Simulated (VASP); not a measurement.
CuPd (Skaergaardite), 2 atoms in the cell. Symmetry: Pm-3m, No. 221, cubic system. Conventional cell: a = 2.961 Å, b = 2.961 Å, c = 2.961 Å, α = 90.00°, β = 90.00°, γ = 90.00°. Around Cu (site symmetry m-3m) lie 8 Pd at 2.56 Å. Pd (site symmetry m-3m) has 8 Cu at 2.56 Å as nearest neighbours.  The cell isn't the ideal one: cell and atoms relaxed tightly for response.

```yaml
Program: VASP 6.6.1
Task: relaxation of cell and atoms
Functional: PBEsol
Potentials_or_basis: VASP PAW PBE potentials, release 64 (Cu, Pd)
Cutoff: 600 eV
k_mesh: 14 × 14 × 14
Occupations: fermi-dirac, width 0.15 eV
Spin: no spin polarisation
Dipole_correction: no
Further_INCAR_settings: ALGO = Normal; EDIFF = 1e-07; IBRION = 2; EDIFFG = -0.001; NSW = 80; ISIF = 3
```

Potentials or basis: VASP PAW PBE potentials, release 64 (Cu, Pd).

The run is started by

```sh
$ cat potpaw_PBE.64/Cu/POTCAR potpaw_PBE.64/Pd/POTCAR > POTCAR
$ mpirun -np 1 vasp_std > vasp.out
```

Hardware: 1 thread of Intel(R) Xeon(R) 6975P-C (Granite Rapids), with other jobs on the host.

Q: Estimate the wall time of this run.

A: Wall time 45 s on 1 thread of Intel(R) Xeon(R) 6975P-C (Granite Rapids) (shared host), peak memory 0.19 GiB. Counts: scf iterations 39, k points 120, ion steps 4.
